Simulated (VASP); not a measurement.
Consider the following.

```
CELL_PARAMETERS angstrom
      1.77000    -3.06573     0.00000
      1.77000     3.06573     0.00000
      0.00000     0.00000     5.55000
ATOMIC_POSITIONS crystal
  Tm 0.33333 0.66667 0.25000
  Tm 0.66667 0.33333 0.75000
```

These are RPBE GGA, VASP's PBE PAW potentials (set 64) (plane waves; VASP 6.6.1) values and carry that method's errors. Run with 520 eV cut-off, 11×11×6 Γ-centred mesh, first-order Methfessel-Paxton smearing of 0.10 eV, potentials Tm_3.

The 4f electrons are frozen in the core of the lanthanide potential, so 4f levels, which can set the real gap, and their magnetism are missing. Energy and stress use the plane-wave basis of the starting cell.

Problem. The ions, cell shape and volume are relaxed. Give the cell that the relaxation ends in.

Solution. 
```
CELL_PARAMETERS angstrom
      1.80199    -3.12115     0.00000
      1.80199     3.12115     0.00000
      0.00000     0.00000     5.61840
ATOMIC_POSITIONS crystal
  Tm 0.33333 0.66667 0.25000
  Tm 0.66667 0.33333 0.75000
```
Space group P6_3/mmc (194), at a tolerance of 0.03 Å.

Problem. How do energy and volume change from the first to the last step?

Solution. The energy (σ→0) changes by -10.4 meV/atom and the volume by +4.9 %, in 6 ionic steps.

```csv
step,E(σ→0) (eV),max force (eV/Å),pressure (GPa),volume (Å³)
1,-8.2858,0.000,2.24,60.23
2,-8.3056,0.000,-0.45,63.98
3,-8.3067,0.000,-0.02,63.27
4,-8.3066,0.000,0.03,63.21
5,-8.3066,0.000,0.04,63.20
6,-8.3066,0.000,0.04,63.20
```

The compound is Tm in the hcp structure. This run relaxes it. Symmetry was kept, so distortions that lower it aren't found.
